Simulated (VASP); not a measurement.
For cubic AlP (zinc blende), LDA (Ceperley-Alder, Perdew-Zunger), VASP's LDA PAW potentials (set 64) run with VASP gives ε∞ = 8.36, a static ε₀ = 10.50 and a transverse optical mode at 440 cm⁻¹.

Question: Estimate the longitudinal optical frequency at Γ.

Answer: By the Lyddane-Sachs-Teller relation, ω_LO = ω_TO √(ε₀/ε∞) = 440 × √(10.50/8.36) = 493 cm⁻¹.

Measured: ε∞ 7.54 at 300 K (computed value off by +10.8 %), as given by Jonathan M. Skelton et al., Journal of Chemical Theory and Computation (2020), arXiv:2005.00277.

The compound is AlP in the zinc blende structure. It was relaxed first.
